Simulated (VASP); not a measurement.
Input for VASP

**KPOINTS**
```
Automatic mesh
0
Gamma
8 8 8
0 0 0
```

### INCAR
```
ALGO  =  Normal
EDIFF  =  1E-3
ENCUT  =  400
GGA  =  PE
ISIF  =  2
ISMEAR  =  0
LASPH  =  .True.
LCHARG  =  .False.
LREAL  =  .False.
LWAVE  =  .False.
NELM  =  100
PREC  =  Accurate
SIGMA  =  0.05
SYSTEM  =  AlP
```

### POSCAR
```
AlP
1
    0.0000000000     2.7300000000     2.7300000000
    2.7300000000     0.0000000000     2.7300000000
    2.7300000000     2.7300000000     0.0000000000
Al P
1 1
Direct
  0.0000000000   0.0000000000   0.0000000000
  0.2500000000   0.2500000000   0.2500000000
```

POTCAR, in this order: Al P (PBE.64 set). Program: vasp_std.

Problem. Translate this PBE calculation to Quantum ESPRESSO's pw.x.

Solution. One equivalent input (not run):
```
&CONTROL
  calculation = 'scf'
  pseudo_dir = './pseudo'
  outdir = './out'
  tprnfor = .true.
  tstress = .true.
/
&SYSTEM
  ibrav = 0
  nat = 2
  ntyp = 2
  ecutwfc = 44
  occupations = 'smearing'
  smearing = 'gaussian'
  degauss = 0.003675
  input_dft = 'pbe'
/
&ELECTRONS
  conv_thr = 7.3e-05
  electron_maxstep = 100
/
ATOMIC_SPECIES
  Al 26.982 Al.upf
  P 30.974 P.upf
CELL_PARAMETERS angstrom
     0.0000000    2.7300000    2.7300000
     2.7300000    0.0000000    2.7300000
     2.7300000    2.7300000    0.0000000
ATOMIC_POSITIONS crystal
  Al   0.0000000  0.0000000  0.0000000
  P    0.2500000  0.2500000  0.2500000
K_POINTS automatic
  8 8 8 0 0 0
```
The two are equivalent in intent, not identical: the potentials are each code's own (VASP's PAW set, PseudoDojo norm-conserving files in pw.x), so ENCUT and ecutwfc are chosen apart and not converted; conv_thr bounds pw.x's estimated SCF error, while EDIFF bounds the energy change between steps.

The compound is AlP in the zinc blende structure. The cell was not relaxed at this level. The run is one of a series of settings (EDIFF = 1E-3 against the base run), some of them coarse on purpose.
